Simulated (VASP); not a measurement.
**PbTe: band gap against strain**

PbTe (rock salt, Fm-3m, 34.891 Å³/atom and stress up to 0.01 GPa in the relaxed cell, cube axes along x, y and z) under an equal strain ε along all three axes. r2SCAN in VASP (plane waves, PAW), 480 eV, 8×8×8 Γ-centred mesh, Gaussian smearing 0.05 eV; ions are relaxed, or left where forces stay under 0.02 eV/Å, within the symmetry of each cell. Gaps are the smallest on the run's k-mesh, which can miss an edge that lies off it, without spin-orbit coupling; in all rows the valence edge lies at about 0.8 Å⁻¹ from Γ and the conduction edge at about 0.8 Å⁻¹ from Γ.

Here s stands for strain and Eg for gap.

| strain (%) | gap (eV) |
|---|---|
| -3.00 | ? |
| -1.50 | 0.99 |
| -1.00 | 1.03 |
| -0.50 | 1.06 |
| 0.00 | 1.09 |
| 0.50 | 1.12 |
| 1.00 | 1.15 |
| 1.50 | 1.18 |

Fit Eg of the 7 rows that show it with a straight line. Means: s 0, Eg 1.089. About the means, the sum of products is 0.43500 and the sum of squares of s is 7.0000; the slope is their ratio. Least squares gives Eg = 1.089 + 0.0621·s. Residuals (row less fit): -0.006, 0.003, 0.002, 0.001, 0.000, -0.001, -0.002; standard error 0.003 (degrees of freedom: 5). Over these rows the gap moves by 6.2 ± 0.1 eV per unit strain, or 2.1 eV per unit of ln V.

### Question
What does the fit predict for Eg at s = -3.00, and how far is the calculated value from it?

### Answer
Eg = 1.089 + 0.0621 × (-3.0) = 0.903 eV. The calculation gives 0.88 eV, 0.023 eV below the prediction (7.7 % of the range of Eg in the table). The row lies outside the fitted rows, so this is an extrapolation. The scatter of the fitted rows lies at the last printed digit.

A polynomial of degree 2 through the 12 other runs of the series gives 0.88 there, so most of the miss is curvature that the fit leaves out. With Pb, Bi, Tl or Hg spin-orbit coupling changes such a gap by tenths of an eV. Other structures, which can take over under pressure, weren't tried. Spin-orbit coupling is left out, which can shift this property for PbTe. Rows are the converged runs of the series near zero and its far end; series whose fitted rows scatter by over a few per cent of the range, as at a crossing or softening among them, aren't shown in this form, nor equations of state whose B0' disagrees with the runs' pressures. Most that stay on the fit to the last digits aren't either.
